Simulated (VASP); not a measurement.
GaSn:

```
Ga Sn
1.0
     0.00000    2.90288    3.09822
     2.72925    0.00000    3.09822
     2.72925    2.90288    0.00000
Ga Sn
1 1
Cartesian
  2.7293 2.9029 3.0982
  0.0000 0.0000 0.0000
```

The cell was built by a generator and needn't be a form met in nature.

| Item | Value |
| --- | --- |
| Program | VASP 6.6.1 |
| Task | relaxation of cell and atoms |
| Functional | r2SCAN |
| Potentials or basis | VASP PAW PBE potentials, release 64 (Ga_d, Sn_d) |
| Cutoff | 600 eV |
| k mesh | 8 × 8 × 8 |
| Occupations | fermi-dirac, width 0.05 eV |
| Spin | no spin polarisation |

At the start: pressure -1.0 GPa; volume 24.55 Å³/atom.

**Question.** How do energy, volume and symmetry change on relaxing?

**Answer.** Over 10 steps the energy falls by 63.2 meV/atom and the volume is 23.53 Å³/atom (-4.1 %); space group Fm-3m (No. 225, to 0.05 Å).

The path:
```tsv
step	energy change (eV)	largest force (eV/Å)	pressure (GPa)	volume (Å³)
1	0.0000	0.0000	-1.05	49.09
2	-0.0984	0.0000	-0.73	47.90
3	-0.1241	0.0000	0.53	46.66
4	-0.1260	0.0000	0.21	46.90
5	-0.1261	0.0000	0.15	46.95
6	-0.1261	0.0000	0.09	47.00
7	-0.1264	0.0000	-0.03	47.12
8	-0.1264	0.0000	-0.13	47.18
9	-0.1264	0.0000	-0.09	47.15
10	-0.1264	0.0000	0.02	47.06
```

Final structure:
```cif
data_structure
_symmetry_space_group_name_H-M 'P 1'
_symmetry_Int_Tables_number 1
_cell_length_a 4.0534
_cell_length_b 4.0520
_cell_length_c 4.0517
_cell_angle_alpha 60.025
_cell_angle_beta 59.991
_cell_angle_gamma 59.984
_cell_volume 47.06
loop_
_atom_site_label
_atom_site_type_symbol
_atom_site_fract_x
_atom_site_fract_y
_atom_site_fract_z
_atom_site_occupancy
Ga1 Ga 0.50000 0.50000 0.50000 1
Sn1 Sn 0.00000 0.00000 0.00000 1
```

Caveat: the PAW data sets were made with another functional, which shifts forces and pressure a little.
